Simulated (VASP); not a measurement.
# Sr3SbP (P4/mmm) in VASP: further runs

The runs below take Sr3SbP through single point, with LDA.

Program: VASP 6.6.1. These are calculated values, not measurements. Logs are shortened: lines on timing, memory, paths and dates and some standing lists are left out, and cuts for length are marked.

## 1. The cell of the first run

The structure is tetragonal, space group P4/mmm (No. 123). Conventional cell: a = 5.740 Å, b = 5.740 Å, c = 5.826 Å, α = 90.00°, β = 90.00°, γ = 90.00°. Sr (site symmetry mmm) is surrounded by 2 P at 2.87 Å. Around Sr (site symmetry 4/mmm) lie 2 P at 2.91 Å. Sb (site symmetry 4/mmm) has 12 Sr at 4.06 to 4.09 Å as nearest neighbours. P (site symmetry 4/mmm) is surrounded by 6 Sr at 2.87 to 2.91 Å.

The cell comes from a database or a generator and needn't be the stable form of this composition.

## 2. Single point, LDA (strain +0.0150 x Voigt [0, 1, 0, 0, 0, 0], atoms carried along)

Input file INCAR:

```
SYSTEM = Sr3SbP
  PREC = Accurate
  ENCUT = 520
  EDIFF = 1E-6
  ISMEAR = 0
  SIGMA = 0.03
  LREAL = .False.
  LASPH = .True.
  NELM = 100
  ALGO = Fast
  ISIF = 2
  LWAVE = .False.
  LCHARG = .False.
  NBANDS = 28
```

Input file KPOINTS:

```
Automatic mesh
0
Gamma
  6 6 6
  0 0 0
```

Input file POSCAR:

```
Sr3SbP
1.0
    5.7400000000      0.0000000000      0.0000000000
    0.0000000000      5.8261000000      0.0000000000
    0.0000000000      0.0000000000      5.7400000000
Sr Sb P
3 1 1
Direct
    0.0000000000      0.5000000000      0.5000000000
    0.5000000000      0.0000000000      0.5000000000
    0.5000000000      0.5000000000      0.0000000000
    0.0000000000      0.0000000000      0.0000000000
    0.5000000000      0.5000000000      0.5000000000
```

Potentials or basis: VASP PAW LDA potentials, release 64 (Sr_sv, Sb, P).

Run with:

```bash
> cat potpaw_LDA.64/Sr_sv/POTCAR potpaw_LDA.64/Sb/POTCAR potpaw_LDA.64/P/POTCAR > POTCAR
> mpirun -np 1 vasp_std > vasp.out
```

OUTCAR:

```text
SYSTEM = Sr3SbP
   PREC = Accurate
   ENCUT = 520
   EDIFF = 1E-6
   ISMEAR = 0
   LREAL = .False.
   LASPH = .True.
   NELM = 100
   ISIF = 2

 ion  position               nearest neighbor table
   1  0.000  0.500  0.500-   5 2.87   5 2.87   3 4.06   3 4.06   3 4.06   3 4.06   2 4.09   4 4.09
                             4 4.09   2 4.09   2 4.09   4 4.09   4 4.09   2 4.09
   2  0.500  0.000  0.500-   5 2.91   5 2.91   4 4.06   4 4.06   4 4.06   4 4.06   1 4.09   3 4.09
                             3 4.09   3 4.09   1 4.09   3 4.09   1 4.09   1 4.09
   3  0.500  0.500  0.000-   5 2.87   5 2.87   1 4.06   1 4.06   1 4.06   1 4.06   2 4.09   2 4.09
                             4 4.09   2 4.09   4 4.09   4 4.09   2 4.09   4 4.09
   4  0.000  0.000  0.000-   2 4.06   2 4.06   2 4.06   2 4.06   1 4.09   1 4.09   3 4.09   1 4.09
                             3 4.09   3 4.09   1 4.09   3 4.09
   5  0.500  0.500  0.500-   1 2.87   3 2.87   3 2.87   1 2.87   2 2.91   2 2.91

  LATTYP: Found a simple tetragonal cell.
 ALAT       =     5.7400000000
 C/A-ratio  =     1.0150000000

  Lattice vectors:

 A1 = (  -5.7400000000,   0.0000000000,   0.0000000000)
 A2 = (   0.0000000000,   0.0000000000,   5.7400000000)
 A3 = (   0.0000000000,   5.8261000000,   0.0000000000)

Analysis of symmetry for initial positions (statically):
=====================================================================
 Subroutine PRICEL returns:
 Original cell was already a primitive cell.

 Routine SETGRP: Setting up the symmetry group for a
 simple tetragonal supercell.

 Subroutine GETGRP returns: Found 16 space group operations
 (whereof 16 operations were pure point group operations)
 out of a pool of 16 trial point group operations.

The static configuration has the point symmetry D_4h.

Analysis of symmetry for dynamics (positions and initial velocities):
=====================================================================
 Subroutine PRICEL returns:
 Original cell was already a primitive cell.

 Routine SETGRP: Setting up the symmetry group for a
 simple tetragonal supercell.

 Subroutine GETGRP returns: Found 16 space group operations
 (whereof 16 operations were pure point group operations)
 out of a pool of 16 trial point group operations.

The dynamic configuration has the point symmetry D_4h.

 Subroutine INISYM returns: Found 16 space group operations
 (whereof 16 operations are pure point group operations),
 and found     1 'primitive' translations

[... 102 lines left out ...]
   EDIFFG = 0.1E-04   stopping-criterion for IOM
   NSW    =      0    number of steps for IOM
   IBRION =     -1    ionic relax: 0-MD 1-quasi-New 2-CG
   NFREE  =      0    steps in history (QN), initial steepest desc. (CG)
   ISIF   =      2    stress and relaxation
   ISYM   =      2    0-nonsym 1-usesym 2-fastsym
   POTIM  = 0.5000    time-step for ionic-motion
   TEBEG  =    0.0;   TEEND  =   0.0 temperature during run
   PSTRESS=    0.0 pullay stress
   NELECT =      40.0000    total number of electrons
   NUPDOWN=      -1.0000    fix difference up-down
   EMIN   =  10.00;   EMAX   =-10.00  energy-range for DOS
   EFERMI =   0.00;   METHOD = LEGACY
   ISMEAR =     0;   SIGMA  =   0.03  broadening in eV -4-tet -1-fermi 0-gaus
   EFERMI_NEDOS =   21; number of points for ismear=-14 and -15
   IALGO  =     68    algorithm
   IMIX   =      4    mixing-type and parameters
     AMIX     =   0.40;   BMIX     =  1.00
     AMIX_MAG =   1.60;   BMIX_MAG =  1.00
  volume/ion in A,a.u.               =      38.39       259.08
  Fermi-wavevector in a.u.,A,eV,Ry     =   0.970572  1.834114 12.816814  0.942009
  Thomas-Fermi vector in A             =   2.100718
   LORBIT       =      0    0 simple, 1 ext, 2 COOP (PROOUT), +10 PAW based schemes
   GGA     = CA    functional components
   LHFCALC =     F    Hartree Fock is set to
   AEXX    =    0.0000 exact exchange contribution
   IVDW    =     0    specifies the selected vdW correction
   LEPSILON=     F    determine dielectric tensor
   LRPA    =     F    only Hartree local field effects (RPA)
 non-spin polarized calculation
 RMM-DIIS sequential band-by-band and
 Gauss-broadening in eV      SIGMA  =   0.03
  energy-cutoff  :      520.00
  volume of cell :      191.96
 maximum number of plane-waves:      5196
 NGX is ok and might be reduce to    48
   NGX = 21   NGY = 21   NGZ = 21

 number of electron      40.0000000 magnetization

 Free energy of the ion-electron system (eV)
  ---------------------------------------------------
  ext. energy  EPLUGINS =         0.00000000
  ---------------------------------------------------
  free energy    TOTEN  =       -21.09369839 eV

  energy without entropy =      -21.09369432  energy(sigma->0) =      -21.09369636

 E-fermi :   2.4146     XC(G=0):  -8.3833

 val. band max:        2.3523571055   @ k =   0.0000   0.0000   0.0000
 cond. band min:       2.4722070930   @ k =   0.0000   0.0000   0.0000
 fundamental gap:      0.1198499876
 Fermi energy:         2.4146381128

 k-point     1 :       0.0000    0.0000    0.0000
  band No.  band energies     occupation
      1     -33.1400      2.00000
      2     -33.0912      2.00000
      3     -33.0740      2.00000
      4     -15.3714      2.00000
      5     -15.3714      2.00000
      6     -15.3658      2.00000
[... 733 lines left out ...]
     27       5.5135      0.00000
     28       5.8425      0.00000

 [... further k-points ...]

------------------------ aborting loop because EDIFF is reached ----------------------------------------

  FORCE on cell =-STRESS in cart. coord.  units (eV):
  Direction    XX          YY          ZZ          XY          YZ          ZX
  --------------------------------------------------------------------------------------
  -------------------------------------------------------------------------------------
  Total       -2.8118138     -4.0613862     -2.8118138      0.0000000      0.0000000      0.0000000
  in kB      -23.4690450    -33.8987084    -23.4690450      0.0000000      0.0000000      0.0000000
  external PRESSURE =     -26.9455994 kB  Pullay stress =       0.0000000 kB

 VOLUME and BASIS-vectors are now :
 -----------------------------------------------------------------------------
  energy-cutoff  :      520.00
  volume of cell :      191.96
      direct lattice vectors                 reciprocal lattice vectors
     5.740000000  0.000000000  0.000000000     0.174216028  0.000000000  0.000000000
     0.000000000  5.826100000  0.000000000     0.000000000  0.171641407  0.000000000
     0.000000000  0.000000000  5.740000000     0.000000000  0.000000000  0.174216028

 POSITION                                       TOTAL-FORCE (eV/Angst)
 -----------------------------------------------------------------------------------
      0.00000      2.91305      2.87000         0.000000      0.000000      0.000000
      2.87000      0.00000      2.87000         0.000000      0.000000      0.000000
      2.87000      2.91305      0.00000         0.000000      0.000000      0.000000
      0.00000      0.00000      0.00000         0.000000      0.000000      0.000000
      2.87000      2.91305      2.87000         0.000000      0.000000      0.000000
 -----------------------------------------------------------------------------------
    total drift:                                0.000000      0.000000     -0.000000

  FREE ENERGIE OF THE ION-ELECTRON SYSTEM (eV)
  ---------------------------------------------------
  free  energy   TOTEN  =       -21.0936983941 eV

  energy  without entropy=      -21.0936943167  energy(sigma->0) =      -21.09369636
```

It took 2.5 min on 1 thread of Intel Xeon 6975P-C (Granite Rapids), shared host; peak memory 0.38 GiB.

Results:

```yaml
Free_energy: -21.0937 eV
Pressure: -2.7 GPa
Band_gap_on_the_k_mesh: 0.12 eV, direct
```

Caveat: spin-orbit coupling is left out, which moves the levels of the heavy elements.

(Continued in part 2 of 2.)
